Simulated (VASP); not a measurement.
Computed with vdW-DF2, VASP's PBE PAW potentials (set 64) (plane waves; VASP).

VASP ran on this input.

POSCAR:
```
Al3Sc
1
    4.1366812706     0.0000000000     0.0000000000
    0.0000000000     4.1366812706     0.0000000000
    0.0000000000     0.0000000000     4.1366812706
Sc Al
1 3
Direct
  0.0000000000   0.0000000000   0.0000000000
  0.0000000000   0.5000000000   0.5000000000
  0.5000000000   0.0000000000   0.5000000000
  0.5000000000   0.5000000000   0.0000000000
```

KPOINTS:
```
k-points along high-symmetry lines
15
Line-mode
Reciprocal
  0.000000   0.000000   0.000000 ! GAMMA
  0.000000   0.500000   0.000000 ! X

  0.000000   0.500000   0.000000 ! X
  0.500000   0.500000   0.000000 ! M

  0.500000   0.500000   0.000000 ! M
  0.000000   0.000000   0.000000 ! GAMMA

  0.000000   0.000000   0.000000 ! GAMMA
  0.500000   0.500000   0.500000 ! R

  0.500000   0.500000   0.500000 ! R
  0.000000   0.500000   0.000000 ! X

  0.500000   0.500000   0.500000 ! R
  0.500000   0.500000   0.000000 ! M
```

### INCAR
```
SYSTEM=Al3Sc
PREC=Accurate; ENCUT=520; LREAL=.FALSE.
LASPH=.TRUE.; ICHARG=11
EDIFF=1E-7; NELM=100; ALGO=Normal
LMAXMIX=4
ISMEAR=0; SIGMA=0.05
GGA=ML; LUSE_VDW=.TRUE.; AGGAC=0.0
ZAB_VDW=-1.8867
LWAVE=.FALSE.; LCHARG=.FALSE.; LORBIT=11
```

POTCAR, in this order: Sc_sv Al (PBE.64 set). Program: vasp_std. Read from the step before: CHGCAR.

Output of the run:

**OSZICAR**
```
       N       E                     dE             d eps       ncg     rms          rms(c)
DAV:   1     0.125339320625E+03    0.12534E+03   -0.85527E+03  2528   0.129E+03
DAV:   2    -0.256197457893E+01   -0.12790E+03   -0.12595E+03  2532   0.358E+02
DAV:   3    -0.102638627152E+02   -0.77019E+01   -0.72798E+01  3968   0.732E+01
DAV:   4    -0.104085301975E+02   -0.14467E+00   -0.14398E+00  3436   0.103E+01
DAV:   5    -0.104134579777E+02   -0.49278E-02   -0.48827E-02  3720   0.186E+00
DAV:   6    -0.104135634722E+02   -0.10549E-03   -0.10548E-03  3416   0.313E-01
DAV:   7    -0.104135662839E+02   -0.28118E-05   -0.28120E-05  3826   0.518E-02
DAV:   8    -0.104135663302E+02   -0.46264E-07   -0.45806E-07  2860   0.673E-03
   1 F= -.10413566E+02 E0= -.10412838E+02  d E =-.145682E-02
```

File OUTCAR:
```
 val. band max:        6.7566801094   @ k =   0.1429   0.1429   0.0000

 cond. band min:       6.7649011914   @ k =   0.5000   0.5000   0.1071



 k-point     1 :       0.0000    0.0000    0.0000
  band No.  band energies     occupation
      1     -42.3233      2.00000
      2     -21.0085      2.00000
      3     -21.0085      2.00000
      4     -21.0085      2.00000
      5      -2.8870      2.00000
      6       4.3469      2.00000
      7       4.3469      2.00000
      8       5.1545      2.00000
      9       5.1545      2.00000
     10       5.1545      2.00000
     11       8.1700      0.00000
     12       8.1700      0.00000
     13       8.1700      0.00000
     14       8.4842      0.00000

 k-point     2 :       0.0000    0.0357    0.0000
  band No.  band energies     occupation
      1     -42.3232      2.00000
      2     -21.0089      2.00000
      3     -21.0085      2.00000
      4     -21.0085      2.00000
      5      -2.8756      2.00000
      6       4.1979      2.00000
      7       4.3563      2.00000
      8       5.1563      2.00000
      9       5.1563      2.00000
     10       5.2737      2.00000
     11       8.1633      0.00000
     12       8.1633      0.00000
     13       8.1734      0.00000
     14       8.5325      0.00000

 k-point     3 :       0.0000    0.0714    0.0000
  band No.  band energies     occupation
      1     -42.3232      2.00000
      2     -21.0098      2.00000
      3     -21.0084      2.00000
      4     -21.0084      2.00000
      5      -2.8414      2.00000
      6       3.8796      2.00000
      7       4.3847      2.00000
      8       5.1613      2.00000
      9       5.1613      2.00000
     10       5.5065      2.00000
     11       8.1439      0.00000
     12       8.1439      0.00000
     13       8.1834      0.00000
     14       8.6711      0.00000

 k-point     4 :       0.0000    0.1071    0.0000
  band No.  band energies     occupation
      1     -42.3231      2.00000
...
```

The density is held fixed in this step, so its total energy and stress have no physical meaning.

The compound is Al3Sc in the L1_2 structure. It was relaxed first.
